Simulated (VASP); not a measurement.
VASP input:

POSCAR:
```
GaN
1.0
  3.1796893579   0.0000000000   0.0000000000
 -1.5898446789   2.7536921658   0.0000000000
  0.0000000000   0.0000000000   5.1853142581
Ga N
2 2
Cartesian
 -0.0000015898   1.8357956951   5.1819889959
  1.5898462688   0.9178964707   2.5893318669
 -0.0000015898   1.8357956951   1.9478181090
  1.5898462688   0.9178964707   4.5404752380
```

KPOINTS:
```
Automatic mesh
0
Gamma
8 8 5
0 0 0
```

**INCAR**
```
# general
SYSTEM   =  GaN
PREC     =  Accurate
ENCUT    =  620
LREAL    =  .FALSE.
LASPH    =  .TRUE.

# electronic loop
EDIFF    =  1E-6
NELM     =  100
ALGO     =  Normal
LMAXMIX  =  4

# smearing
ISMEAR   =  0
SIGMA    =  0.05

# functional
GGA      =  PS

# ions
IBRION   =  2
NSW      =  40
ISIF     =  3
EDIFFG   =  -0.02

# output
LWAVE    =  .FALSE.
LCHARG   =  .FALSE.
```

POTCAR, in this order: Ga_d N (PBE.64 set). Program: vasp_std.

Write an equivalent input for Quantum ESPRESSO's pw.x.

One equivalent input (not run):
```
&CONTROL
  calculation = 'vc-relax'
  pseudo_dir = './pseudo'
  outdir = './out'
  tprnfor = .true.
  tstress = .true.
  nstep = 40
  forc_conv_thr = 0.00078
/
&SYSTEM
  ibrav = 0
  nat = 4
  ntyp = 2
  ecutwfc = 84
  occupations = 'smearing'
  smearing = 'gaussian'
  degauss = 0.003675
  input_dft = 'pbesol'
/
&ELECTRONS
  conv_thr = 7.3e-08
  electron_maxstep = 100
/
&IONS
/
&CELL
/
ATOMIC_SPECIES
  Ga 69.723 Ga.upf
  N 14.007 N.upf
CELL_PARAMETERS angstrom
     3.1796894    0.0000000   -0.0000000
    -1.5898447    2.7536922    0.0000000
     0.0000000    0.0000000    5.1853143
ATOMIC_POSITIONS crystal
  Ga   0.3333330  0.6666670  0.9993587
  Ga   0.6666670  0.3333330  0.4993587
  N    0.3333330  0.6666670  0.3756413
  N    0.6666670  0.3333330  0.8756413
K_POINTS automatic
  8 8 5 0 0 0
```
The two are equivalent in intent, not identical: the potentials are each code's own (VASP's PAW set, PseudoDojo norm-conserving files in pw.x), so ENCUT and ecutwfc are chosen apart and not converted; conv_thr bounds pw.x's estimated SCF error, while EDIFF bounds the energy change between steps; forc_conv_thr acts on force components and is met together with etot_conv_thr.

The structure was generated: GaN was put into the wurtzite type (P6_3mc), which need not be its known phase. It was relaxed first.
